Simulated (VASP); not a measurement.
Here is the system:

```yaml
crystal:
  lattice:
    - [1.45595, -2.52178, 0.00000]
    - [1.45595, 2.52178, 0.00000]
    - [0.00000, 0.00000, 4.61689]
  atoms:
    - { symbol: Ti, position: [0.33333, 0.66667, 0.25000] }
    - { symbol: Ti, position: [0.66667, 0.33333, 0.75000] }
```

Method: rev-vdW-DF2, VASP's PBE PAW potentials (set 64) (plane waves; VASP). Settings: 520 eV cut-off, Gaussian smearing of 0.050 eV, potentials Ti_sv.

### Question
What does the run give for the band gap (along the path) with the smallest direct gap where there is one?

### Answer

```yaml
band gap (along the path): none (metal, semimetal or under 0.01 eV)
```

The compound is Ti in the hcp structure. It was relaxed first.
